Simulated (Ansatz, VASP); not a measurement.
Two plane-wave programs on LiBe16 (a cell with a defect)

```xyz
17
Lattice="-2.2900 -3.9664 0.0000 3.4350 -1.9832 0.0000 0.0000 0.0000 7.1769" Properties=species:S:1:pos:R:3 pbc="T T T"
Be   -0.8212   -3.1858   -0.1382
Be    0.1783   -2.8022    1.7367
Be    0.1024   -4.0998    3.5823
Be    0.1515   -2.8351    5.2695
Be   -1.5929   -1.5801    0.2723
Be    2.3584   -2.6133    1.9964
Be   -1.0341   -2.0739    3.6404
Be    2.3519   -2.7116    5.5058
Be    0.8726   -2.0347   -0.1098
Be    1.1729   -0.7577    1.9041
Be    1.2030   -2.0808    3.6374
Be    1.2034   -0.7235    5.3981
Be   -0.0068   -0.3836    0.1743
Be    1.3802   -4.8014    1.9022
Be    0.0911   -0.1064    3.6821
Be    1.3352   -4.7651    5.3921
Li    2.4666   -0.7568    0.0833
```

Alike in both runs: functional PBE; k mesh 3 × 3 × 2; occupations fermi-dirac, width 0.15 eV; no spin polarisation.

Ansatz relaxed the structure, and its values are those at the end. VASP's run is a single point on that final structure, the one shown.

```csv
,VASP,Ansatz
version,VASP 6.6.1,Ansatz 0.2.0
potentials or method,"VASP PAW PBE potentials, release 64 (Be, Li_sv)","scalar-relativistic, plane waves, PAW"
plane-wave cutoff (eV),520,420
valence electrons in the cell,35,35
```

VASP gave:

| Property | Result |
| --- | --- |
| rms of the force components (eV/Å) | 0.023 |

Task: Estimate Ansatz's values.

Result: rms of the force components (eV/Å): 0.022.

Caveats: the k mesh is coarse (spacing up to 0.53 Å⁻¹), so the values aren't converged.
